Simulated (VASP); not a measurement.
Given:

```xyz
2
Lattice="0.0000 1.9733 1.9733 1.9733 0.0000 1.9733 1.9733 1.9733 0.0000" Properties=species:S:1:pos:R:3 pbc="T T T"
Li     0.0000     0.0000     0.0000
F      1.9733     1.9733     1.9733
```

These are revTPSS meta-GGA, VASP's PBE PAW potentials (set 64) (plane waves; VASP) values and carry that method's errors. Numerical set-up: 520 eV cut-off, 11×11×11 Γ-centred mesh, Gaussian smearing of 0.050 eV, potentials Li_sv F.

Task: Give the stress tensor in GPa (positive for a compressed cell).

Result: 
```
2.54  0.00  0.00
0.00  2.54  0.00
0.00  0.00  2.54
```
The pressure is its mean diagonal, 2.54 GPa.

The compound is LiF in the rock salt structure. This cell is one point of a volume scan, at 0.97 of the reference volume.
